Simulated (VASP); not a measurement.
An input for Ansatz (written as the equivalent of a VASP run, and not itself run):

Ansatz 0.2 input:
```yaml
crystal:
  lattice:
    - [3.5659836, 0.0000000, 0.0000000]
    - [-1.7829918, 3.0882318, 0.0000000]
    - [0.0000000, 0.0000000, 5.8116304]
  atoms:
    - { symbol: Zn, position: [0.0000000, 0.0000000, 0.0000000] }
    - { symbol: Zn, position: [0.0000000, 0.0000000, 0.5000000] }
    - { symbol: S, position: [0.3333330, 0.6666670, 0.2500000] }
    - { symbol: S, position: [0.6666670, 0.3333330, 0.7500000] }
kpoints:
  mp_grid: { grid: [7, 7, 4] }
hamiltonian:
  xc: pbesol
  pseudopotentials: { kind: paw }
scf:
  occupations: { method: gaussian, width: 0.05 }
  max_iter: 100
relax:
  max_steps: 40
  f_tol: 0.02
  cell: {}
output: { forces: true, stress: true, eigenvalues: true }
```

Translate this input to VASP (INCAR, KPOINTS, POSCAR, choice of POTCAR).

One answer among several that fit: 
INCAR:
```
SYSTEM = ZnS
PREC = Accurate; ENCUT = 500; LREAL = F
LASPH = T
EDIFF = 1E-6; NELM = 100; ALGO = Normal
LMAXMIX = 4
ISMEAR = 0; SIGMA = 0.05
GGA = PS
IBRION = 2; NSW = 40; ISIF = 3
EDIFFG = -0.02
LWAVE = F; LCHARG = F
```

**KPOINTS**
```
Automatic mesh
0
Gamma
7 7 4
0 0 0
```

**POSCAR**
```
ZnS
1
    3.5659836164    -0.0000000000    -0.0000000000
   -1.7829918082     3.0882318302     0.0000000000
   -0.0000000000     0.0000000000     5.8116303510
Zn S
2 2
Direct
  0.0000000000   0.0000000000   0.0000000000
  0.0000000000   0.0000000000   0.5000000000
  0.3333330000   0.6666670000   0.2500000000
  0.6666670000   0.3333330000   0.7500000000
```

POTCAR, in this order: Zn S (PBE.64 set). Program: vasp_std.

Limits of the translation: each code has its own PAW files, so the cut-off isn't converted (ENCUT is set for VASP's; basis.ecutwfc is left out, and Ansatz then takes the one that its files recommend); Ansatz stops its SCF on the density residual and VASP on the energy change (EDIFF).

The structure was generated: ZnS was put into the NiAs type type (P6_3/mmc), which need not be its known phase. This run relaxes it. Symmetry was kept, so distortions that lower it aren't found.
